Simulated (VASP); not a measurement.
Here is the system:

```xyz
2
Lattice="0.0000 2.0020 2.0020 1.9920 0.0000 2.0020 1.9920 2.0020 0.0000" Properties=species:S:1:pos:R:3 pbc="T T T"
Li     0.0000     0.0000     0.0000
F      1.9920     2.0020     2.0020
```

Method: PBEsol GGA, VASP's PBE PAW potentials (set 64) (plane waves; VASP). Settings: 600 eV cut-off, 10×10×10 Γ-centred mesh, Gaussian smearing of 0.050 eV, potentials Li_sv F.

Q: What does the run give for the energy per atom (σ→0), band gap (on the k-mesh) with the smallest direct gap where there is one?

A: 
- band gap (on the k-mesh): 9.12 eV
- smallest direct gap (on the k-mesh): 9.12 eV
- energy per atom (σ→0): -475.4 kJ/mol of atoms

The absolute energy has meaning only against runs of the same code, potentials and settings.

The compound is LiF in the rock salt structure. This cell was strained or had an atom moved on purpose.
